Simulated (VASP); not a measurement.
```
CuCl
1.0
    0.00000     2.66954     2.66954
    2.66954     0.00000     2.66954
    2.66954     2.66954     0.00000
Cu Cl
1 1
Direct
  0.00000   0.00000   0.00000
  0.25000   0.25000   0.25000
```

Level of theory: PBE GGA with D3 dispersion (Becke-Johnson damping), VASP's PBE PAW potentials (set 64) (plane waves; VASP). Numerical set-up: 520 eV cut-off, 10×10×10 Γ-centred mesh, tetrahedra with Blöchl corrections, potentials Cu Cl.

Question: Tabulate the total density of states (states/eV per cell) against energy (eV; zero at the valence-band maximum or, without a gap, the Fermi level).

Answer: 
(E (eV), DOS (states/eV)): (-9.98, 0.00); (-9.38, 0.00); (-8.78, 0.00); (-8.18, 0.00); (-7.58, 0.00); (-7.10, 0.00); (-6.50, 5.11); (-5.90, 1.57); (-5.30, 5.05); (-4.70, 0.00); (-4.10, 0.00); (-3.50, 0.00); (-3.02, 0.00); (-2.42, 0.00); (-1.82, 7.05); (-1.22, 3.42); (-0.62, 4.76); (-0.02, 0.16); (0.58, 0.00); (1.18, 0.04); (1.78, 0.10); (2.26, 0.17); (2.86, 0.35); (3.46, 0.78); (4.06, 1.12)
Within 2 eV below the valence-band maximum the largest weight inside VASP's projection spheres is Cu d.

The compound is CuCl in the zinc blende structure. It was relaxed first.
